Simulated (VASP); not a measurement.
Input of a VASP 6.6.1 run:

The input INCAR:

```
ALGO = Fast
EDIFF = 1E-7
ENCUT = 520
GGA = PE
ISIF = 2
ISMEAR = 0
ISPIN = 2
LASPH = T
LCHARG = F
LMAXMIX = 4
LORBIT = 11
LREAL = F
LWAVE = F
MAGMOM = 0.8
NELM = 120
PREC = Accurate
SIGMA = 0.1
```

Contents of KPOINTS:

```
k-points
0
Gamma
  12 12 12
```

File POSCAR:

```
Ni
1.0
    0.0000000000      1.7619350000      1.7619350000
    1.7619350000      0.0000000000      1.7619350000
    1.7619350000      1.7619350000      0.0000000000
Ni
1
Direct
    0.0000000000      0.0000000000      0.0000000000
```

Potentials or basis: VASP PAW PBE potentials, release 64 (Ni).

Run with:

```console
$ cat potpaw_PBE.64/Ni/POTCAR > POTCAR
$ mpirun -np 1 vasp_std > vasp.out
```

Q: What does it give for the pressure?

A: -0.5 GPa.

Q: Predict the site moments.

A: Ni +0.69 μB.
